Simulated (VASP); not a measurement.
Crystal: C.

```
CELL_PARAMETERS angstrom
2.46100 0.00000 0.00000
-1.23050 2.13129 0.00000
0.00000 0.00000 8.04960
ATOMIC_POSITIONS crystal
C 0.00000 0.00000 0.25000
C 0.33333 0.66667 0.25000
C 0.00000 0.00000 0.75000
C 0.66667 0.33333 0.75000
```

The cell was built by a generator and needn't be a form met in nature.

Base run:

```yaml
Program: VASP 6.6.1
Functional: PBEsol
Potentials_or_basis: VASP PAW PBE potentials, release 64 (C)
Cutoff: 520 eV
k_mesh: 16 × 16 × 4
Occupations: fermi-dirac, width 0.05 eV
Spin: no spin polarisation
```

Its results: band gap on the k mesh 1.00 eV, direct; pressure -0.1 GPa.

Problem. The run is repeated on the same cell with these changes: functional from PBEsol to optB88-vdW. What comes out?

Solution. Band gap on the k mesh 0.99 eV, direct; pressure 0.7 GPa.

Caveats: the PAW data sets were made with another functional, which shifts forces and pressure a little; this functional lacks dispersion, which binds the layers, so the pressure and a relaxed spacing across them are unreliable (some runs).

A k mesh can miss the band edges.

Not every run made on this cell is shown here.
